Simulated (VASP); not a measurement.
Here is the system:

```yaml
crystal:
  lattice:
    - [0.00000, 2.31540, 2.31540]
    - [2.31540, 0.00000, 2.31540]
    - [2.31540, 2.31540, 0.00000]
  atoms:
    - { symbol: B, position: [0.00000, 0.00000, 0.00000] }
    - { symbol: P, position: [0.25000, 0.25000, 0.25000] }
```

Level of theory: PBE GGA, VASP's PBE PAW potentials (set 64) (plane waves; VASP). Settings: 520 eV cut-off, 7×7×7 Γ-centred mesh, Gaussian smearing of 0.050 eV, potentials B P.

Q: Give the stress tensor in GPa (positive for a compressed cell).

A: 
```
-8.02   0.00   0.00
 0.00  -8.02   0.00
 0.00   0.00  -8.02
```
The pressure is its mean diagonal, -8.02 GPa.

The compound is BP in the zinc blende structure. The cell was not relaxed at this level.
